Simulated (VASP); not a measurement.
Here is the system:

```
ZrN
1.0
    0.00000     2.28396     2.28396
    2.28396     0.00000     2.28396
    2.28396     2.28396     0.00000
Zr N
1 1
Direct
  0.00000   0.00000   0.00000
  0.50000   0.50000   0.50000
```

The numbers are results of PBE GGA with D4 dispersion, VASP's PBE PAW potentials (set 64) (plane waves; VASP), not measurements. Numerical set-up: 520 eV cut-off, Gaussian smearing of 0.050 eV, potentials Zr_sv N.

Task: Give the energies of bands 6 to 11 at the high-symmetry points, in eV from the Fermi level.

Result: 
```tsv
band	Γ	X	U	L	W
6	-2.71	-4.59	-5.57	-7.75	-5.51
7	-2.71	-3.56	-4.78	-5.78	-4.79
8	-2.71	-3.20	-4.53	-5.78	-4.79
9	-0.44	-3.20	-0.75	3.03	1.00
10	-0.44	3.39	3.42	3.10	1.00
11	-0.44	4.57	3.69	3.10	4.58
```

It has no gap at this level: it comes out as a metal or semimetal.

The compound is ZrN in the rock salt structure. It was relaxed first. The electron count is odd and the run is not spin-polarised, which forces a metal.
